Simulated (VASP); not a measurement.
Here is the system:

```
Hf
1.0
    3.19197     0.00000     0.00000
   -1.59598     2.76432     0.00000
    0.00000     0.00000    25.05900
Hf
4
Direct
  0.66667   0.33333   0.44970
  0.33333   0.66667   0.34910
  0.66667   0.33333   0.65090
  0.33333   0.66667   0.55030
```

Computed with r2SCAN meta-GGA, VASP's PBE PAW potentials (set 64) (plane waves; VASP). Run with PREC = Normal, EDIFF = 1E-5, 400 eV cut-off, 10×10×1 Γ-centred mesh, first-order Methfessel-Paxton smearing of 0.10 eV, potentials Hf_pv.

The ions are relaxed. Give the cell that the relaxation ends in.

```
Hf
1.0
    3.19197     0.00000     0.00000
   -1.59598     2.76432     0.00000
    0.00000     0.00000    25.05900
Hf
4
Direct
  0.66667   0.33333   0.44689
  0.33333   0.66667   0.35337
  0.66667   0.33333   0.64663
  0.33333   0.66667   0.55311
```

How much energy does the relaxation gain?

The energy (σ→0) changes by -42.6 meV/atom, in 14 ionic steps.

The cell is a thin slab with vacuum, built from Hf (hcp): (001) face.
